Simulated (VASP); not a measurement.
# VSe2 (P-3m1) in VASP: notebook, part 2 of 2

VASP 6.6.1. Earlier steps stand in the parts before.

## (3) Relaxation of cell and atoms, LDA, collinear spin, ferromagnetic start

This run uses another cell than the first one, of 18.24 Å³/atom, 0.915 times its volume.

The input, INCAR:

```
SYSTEM = VSe2
PREC     = Accurate       ! precision mode
ENCUT    = 520            ! plane-wave cutoff, eV
EDIFF    = 1E-7           ! SCF threshold, eV
ISMEAR   = 0              ! smearing method
SIGMA    = 0.02           ! smearing width, eV
LREAL    = .False.        ! projectors in reciprocal space
LASPH    = .True.         ! aspherical terms in the spheres
NELM     = 100            ! most SCF steps
ALGO     = Normal         ! electronic algorithm
ISIF     = 3              ! what is computed and relaxed
LWAVE    = .False.        ! write WAVECAR
LCHARG   = .False.        ! write CHGCAR
ISPIN    = 2              ! spin polarisation
MAGMOM   = 1 0 0          ! initial moments
LORBIT   = 11             ! projections on sites
LMAXMIX  = 4              ! l up to which the mixer works
GGA      = CA             ! functional
IBRION   = 2              ! ionic algorithm
NSW      = 80             ! ionic steps
EDIFFG   = -0.002         ! ionic threshold
```

The input, KPOINTS:

```
regular mesh
0
Gamma
  12 12 6
  0 0 0
```

The input, POSCAR:

```
VSe2                                    
1.0
    3.2545326862     -0.0000000000      0.0000000000
   -1.6272663431      2.8185079840      0.0000000000
    0.0000000000      0.0000000000      5.9656150364
  V               Se            
     1     2
Direct
     0.0000000000000000    1.0000000000000000    0.0000000000000000
     0.3333333300000021    0.6666666699999979    0.2611841673035271
     0.6666666699999979    0.3333333300000021    0.7388158326964727
```

Potentials or basis: VASP PAW LDA potentials, release 64 (V_sv, Se).

Launch:

```sh
$ cat potpaw_LDA.64/V_sv/POTCAR potpaw_LDA.64/Se/POTCAR > POTCAR
$ mpirun -np 1 vasp_std > vasp.out
```

OUTCAR:

```text
SYSTEM = VSe2
   PREC = Accurate
   ENCUT = 520
   EDIFF = 1E-7
   ISMEAR = 0
   LREAL = .False.
   LASPH = .True.
   NELM = 100
   ISIF = 3
   ISPIN = 2
   LORBIT = 11
   GGA = CA
   IBRION = 2
   NSW = 80
   EDIFFG = -0.002

 ion  position               nearest neighbor table
   1  0.000  0.000  0.000-   2 2.44   3 2.44   3 2.44   2 2.44   3 2.44   2 2.44
   2  0.333  0.667  0.261-   1 2.44   1 2.44   1 2.44
   3  0.667  0.333  0.739-   1 2.44   1 2.44   1 2.44

  LATTYP: Found a hexagonal cell.
 ALAT       =     3.2545326862
 C/A-ratio  =     1.8330173981

  Lattice vectors:

 A1 = (   3.2545326862,   0.0000000000,   0.0000000000)
 A2 = (  -1.6272663431,   2.8185079840,   0.0000000000)
 A3 = (   0.0000000000,   0.0000000000,   5.9656150364)

Analysis of symmetry for initial positions (statically):
=====================================================================
 Subroutine PRICEL returns:
 Original cell was already a primitive cell.

 Routine SETGRP: Setting up the symmetry group for a
 hexagonal supercell.

 Subroutine GETGRP returns: Found 12 space group operations
 (whereof 12 operations were pure point group operations)
 out of a pool of 24 trial point group operations.

The static configuration has the point symmetry D_3d.

Analysis of symmetry for dynamics (positions and initial velocities):
=====================================================================
 Subroutine PRICEL returns:
 Original cell was already a primitive cell.

 Routine SETGRP: Setting up the symmetry group for a
 hexagonal supercell.

 Subroutine GETGRP returns: Found 12 space group operations
 (whereof 12 operations were pure point group operations)
 out of a pool of 24 trial point group operations.

The dynamic configuration has the point symmetry D_3d.

Analysis of structural, dynamic, and magnetic symmetry:
=====================================================================
 Subroutine PRICEL returns:
 Original cell was already a primitive cell.

 Routine SETGRP: Setting up the symmetry group for a
 hexagonal supercell.

 Subroutine GETGRP returns: Found 12 space group operations
 (whereof 12 operations were pure point group operations)
 out of a pool of 24 trial point group operations.

The overall configuration has the point symmetry D_3d.

 Subroutine INISYM returns: Found 12 space group operations
 (whereof 12 operations are pure point group operations),
 and found     1 'primitive' translations

----------------------------------------------------------------------------------------

                                     Primitive cell

  volume of cell :      54.7221

  direct lattice vectors                    reciprocal lattice vectors
     3.254532686  0.000000000  0.000000000     0.307263775  0.177398823  0.000000000
    -1.627266343  2.818507984  0.000000000     0.000000000  0.354797647  0.000000000
     0.000000000  0.000000000  5.965615036     0.000000000  0.000000000  0.167627310

  length of vectors
     3.254532686  3.254532686  5.965615036     0.354797647  0.354797647  0.167627310

  position of ions in fractional coordinates (direct lattice)
[... 66 lines left out ...]
   dimension x,y,z NGX =    24 NGY =   24 NGZ =   48
   dimension x,y,z NGXF=    48 NGYF=   48 NGZF=   96
   ions per type =               1   2
   NGX,Y,Z   is equivalent  to a cutoff of  12.26, 12.26, 13.38 a.u.
   NGXF,Y,Z  is equivalent  to a cutoff of  24.52, 24.52, 26.75 a.u.
 SYSTEM =  VSe2
   PREC   = accura    normal or accurate (medium, high low for compatibility)
   ISTART =      0    job   : 0-new  1-cont  2-samecut
   ICHARG =      2    charge: 1-file 2-atom 10-const
   ISPIN  =      2    spin polarized calculation?
   LNONCOLLINEAR =      F non collinear calculations
   LSORBIT =      F    spin-orbit coupling
   LASPH  =      T    aspherical Exc in radial PAW
   ENCUT  =  520.0 eV  38.22 Ry    6.18 a.u.   6.05  6.05 11.09*2*pi/ulx,y,z
   NELM   =    100;   NELMIN=  2; NELMDL= -5     # of ELM steps
   EDIFF  = 0.1E-06   stopping-criterion for ELM
   LREAL  =      F    real-space projection
   EDIFFG = -.2E-02   stopping-criterion for IOM
   NSW    =     80    number of steps for IOM
   IBRION =      2    ionic relax: 0-MD 1-quasi-New 2-CG
   NFREE  =      1    steps in history (QN), initial steepest desc. (CG)
   ISIF   =      3    stress and relaxation
   ISYM   =      2    0-nonsym 1-usesym 2-fastsym
   POTIM  = 0.5000    time-step for ionic-motion
   TEBEG  =    0.0;   TEEND  =   0.0 temperature during run
   PSTRESS=    0.0 pullay stress
   NELECT =      25.0000    total number of electrons
   NUPDOWN=      -1.0000    fix difference up-down
   EMIN   =  10.00;   EMAX   =-10.00  energy-range for DOS
   EFERMI =   0.00;   METHOD = LEGACY
   ISMEAR =     0;   SIGMA  =   0.02  broadening in eV -4-tet -1-fermi 0-gaus
   EFERMI_NEDOS =   21; number of points for ismear=-14 and -15
   IALGO  =     38    algorithm
   IMIX   =      4    mixing-type and parameters
     AMIX     =   0.40;   BMIX     =  1.00
     AMIX_MAG =   1.60;   BMIX_MAG =  1.00
  volume/ion in A,a.u.               =      18.24       123.09
  Fermi-wavevector in a.u.,A,eV,Ry     =   1.260861  2.382681 21.630131  1.589770
  Thomas-Fermi vector in A             =   2.394349
   LORBIT       =     11    0 simple, 1 ext, 2 COOP (PROOUT), +10 PAW based schemes
   GGA     = CA    functional components
   LHFCALC =     F    Hartree Fock is set to
   AEXX    =    0.0000 exact exchange contribution
   IVDW    =     0    specifies the selected vdW correction
   LEPSILON=     F    determine dielectric tensor
   LRPA    =     F    only Hartree local field effects (RPA)
 conjugate gradient relaxation of ions
 spin polarized calculation
 Gauss-broadening in eV      SIGMA  =   0.02
  energy-cutoff  :      520.00
  volume of cell :       54.72
 maximum number of plane-waves:      1506
   NGX = 13   NGY = 13   NGZ = 23

--------------------------------------- Ionic step        1  -------------------------------------------

 number of electron      24.9999998 magnetization       0.0765875

 Free energy of the ion-electron system (eV)
  ---------------------------------------------------
  ext. energy  EPLUGINS =         0.00000000
  ---------------------------------------------------
  free energy    TOTEN  =       -20.46365674 eV

  energy without entropy =      -20.46291499  energy(sigma->0) =      -20.46328586

------------------------ aborting loop because EDIFF is reached ----------------------------------------

  FORCE on cell =-STRESS in cart. coord.  units (eV):
  Direction    XX          YY          ZZ          XY          YZ          ZX
  --------------------------------------------------------------------------------------
  -------------------------------------------------------------------------------------
  Total       -0.0006045     -0.0006045     -0.0222808     -0.0000000      0.0000000      0.0000000
  in kB       -0.0176988     -0.0176988     -0.6523454     -0.0000000      0.0000000      0.0000000
  external PRESSURE =      -0.2292477 kB  Pullay stress =       0.0000000 kB
[... 283 lines left out ...]
--------------------------------------- Ionic step        9  -------------------------------------------

 number of electron      24.9999998 magnetization       0.0912756

 Free energy of the ion-electron system (eV)
  ---------------------------------------------------
  ext. energy  EPLUGINS =         0.00000000
  ---------------------------------------------------
  free energy    TOTEN  =       -20.46366475 eV

  energy without entropy =      -20.46293586  energy(sigma->0) =      -20.46330030

 E-fermi :   6.4349     XC(G=0): -11.1352

 val. band max:        6.4329039717   @ k =   0.2500   0.0833   0.3333
 cond. band min:       6.4350574743   @ k =  -0.1667   0.4167   0.1667
 fundamental gap:      0.0021535026
 Fermi energy:         6.4349132927

 spin component 1

 k-point     1 :       0.0000    0.0000    0.0000
  band No.  band energies     occupation
      1     -57.4178      1.00000
      2     -31.6948      1.00000
      3     -31.6948      1.00000
      4     -31.6465      1.00000
      5      -8.6792      1.00000
      6      -7.0427      1.00000
[... 459 lines left out ...]
      6      -6.9473      1.00000
[... 9 lines left out ...]
     16       9.0363      0.00000
     17       9.4963      0.00000

 [... further k-points ...]

 spin component 2

 k-point     1 :       0.0000    0.0000    0.0000
  band No.  band energies     occupation
      1     -57.3421      1.00000
      2     -31.6209      1.00000
      3     -31.6209      1.00000
      4     -31.5730      1.00000
      5      -8.6752      1.00000
      6      -7.0404      1.00000
[... 501 lines left out ...]
  FREE ENERGIE OF THE ION-ELECTRON SYSTEM (eV)
  ---------------------------------------------------
  free  energy   TOTEN  =       -20.4636647471 eV

  energy  without entropy=      -20.4629358570  energy(sigma->0) =      -20.46330030

 reached required accuracy - stopping structural energy minimisation

 total charge

# of ion       s       p       d       tot
------------------------------------------
    1        2.250   6.235   3.138  11.624
    2        1.486   2.330   0.062   3.878
    3        1.486   2.330   0.062   3.878
--------------------------------------------------
tot          5.223  10.895   3.262  19.380

 magnetization (x)

# of ion       s       p       d       tot
------------------------------------------
    1        0.001   0.001   0.081   0.083
    2        0.000  -0.001   0.001  -0.000
    3        0.000  -0.001   0.001  -0.000
--------------------------------------------------
tot          0.001  -0.002   0.082   0.082
```

Run time: 3.4 min. Hardware: 1 thread of Intel Xeon 6975P-C (Granite Rapids), shared host; peak memory 0.27 GiB.

What came out:

```
Free energy                                           : -20.4637 eV
Relaxed volume                                        : 18.24 Å³/atom
Relaxed cell                                          : a = 3.255 Å, b = 3.255 Å, c = 5.961 Å, α = 90.00°, β = 90.00°, γ = 120.00°
Space group after relaxing (to 0.05 Å)                : P-3m1 (No. 164)
Energy gained by relaxing                             : 0.0 meV/atom
Ionic steps                                           : 9
Pressure after relaxing                               : 0.0 GPa
Band gap on the k mesh                                : none (metal or under the smearing width)
Net moment                                            : 0.09 μB per cell
Site moments                                          : V +0.08; Se -0.00 μB
Valence electrons inside the program's atomic spheres : V 11.62; Se 3.88
```

Final structure:
```xyz
3
Lattice="3.2552 0.0000 0.0000 -1.6276 2.8191 0.0000 0.0000 0.0000 5.9615" Properties=species:S:1:pos:R:3 pbc="T T T"
V    -1.6276    2.8191    0.0000
Se    0.0000    1.8794    1.5577
Se    1.6276    0.9397    4.4038
```

With open d or f shells a metallic result of LDA can be an artefact of self-interaction; +U or a hybrid may open a gap.
